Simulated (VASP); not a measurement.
Input:

```xyz
3
Lattice="0.0000 3.1564 3.1564 3.1564 0.0000 3.1564 3.1564 3.1564 0.0000" Properties=species:S:1:pos:R:3 pbc="T T T"
Ba     0.0000     0.0000     0.0000
F      1.5782     1.5782     1.5782
F      4.7347     4.7347     4.7347
```

Method: PBE GGA, VASP's PBE PAW potentials (set 64) (plane waves; VASP). Run with 400 eV cut-off, 5×5×5 Γ-centred mesh, Gaussian smearing of 0.010 eV, potentials Ba_sv F.

At this cut-off the stress carries a Pulay error, which pulls relaxed volumes low.

**Question.** Give the stress tensor in GPa (positive for a compressed cell).

**Answer.** 
```
-6.50   0.00   0.00
 0.00  -6.50   0.00
 0.00   0.00  -6.50
```
The pressure is its mean diagonal, -6.50 GPa.

The structure comes from a computed database's BaF2 entry; how it stands against other phases isn't given here. The cell was not relaxed at this level.
